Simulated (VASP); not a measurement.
Data:

```
CaO
1.0
    0.00000     2.38803     2.38803
    2.38803     0.00000     2.38803
    2.38803     2.38803     0.00000
Ca O
1 1
Direct
  0.00000   0.00000   0.00000
  0.50000   0.50000   0.50000
```

Method: PBEsol GGA, VASP's PBE PAW potentials (set 64) (plane waves; VASP 6.6.1). Settings: 520 eV cut-off, 10×10×10 Γ-centred mesh, Gaussian smearing of 0.010 eV, potentials Ca_sv O.

**Question.** Give the electronic dielectric tensor ε∞ (DFPT, local fields included).

**Answer.** 
```
3.85  0.00  0.00
0.00  3.85  0.00
0.00  0.00  3.85
```

**Question.** Give the Born effective charges.

**Answer.** 
| atom | Z*xx | Z*yy | Z*zz | mean |
|---|---|---|---|---|
| Ca1 | 2.36 | 2.36 | 2.36 | 2.36 |
| O2 | -2.36 | -2.36 | -2.36 | -2.36 |

The compound is CaO in the rock salt structure. It was relaxed first.
